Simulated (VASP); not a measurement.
Input:

```xyz
2
Lattice="3.8199 0.0000 0.0000 0.0000 3.8199 0.0000 0.0000 0.0000 3.8199" Properties=species:S:1:pos:R:3 pbc="T T T"
Cs     0.0000     0.0000     0.0000
Br     1.9099     1.9099     1.9099
```

Computed with PBE GGA, VASP's PBE PAW potentials (set 64) (plane waves; VASP 6.6.1). Settings: 480 eV cut-off, 6×6×6 Γ-centred mesh, Gaussian smearing of 0.050 eV, potentials Cs_sv Br.

Unless said otherwise, spin-orbit coupling is left out, though it shifts the bands of the heavy elements here.

Problem. Estimate the energy per atom (σ→0), pressure, band gap (on the k-mesh) with the smallest direct gap where there is one.

Solution. 
```json
{
  "band gap (on the k-mesh)": "4.02 eV",
  "smallest direct gap (on the k-mesh)": "4.02 eV",
  "energy per atom (σ→0)": "-2.565 eV/atom",
  "pressure": "14.99 GPa"
}
```

The absolute energy has meaning only against runs of the same code, potentials and settings.

The compound is CsBr in the CsCl type structure. It was relaxed first under an external pressure of 15 GPa.
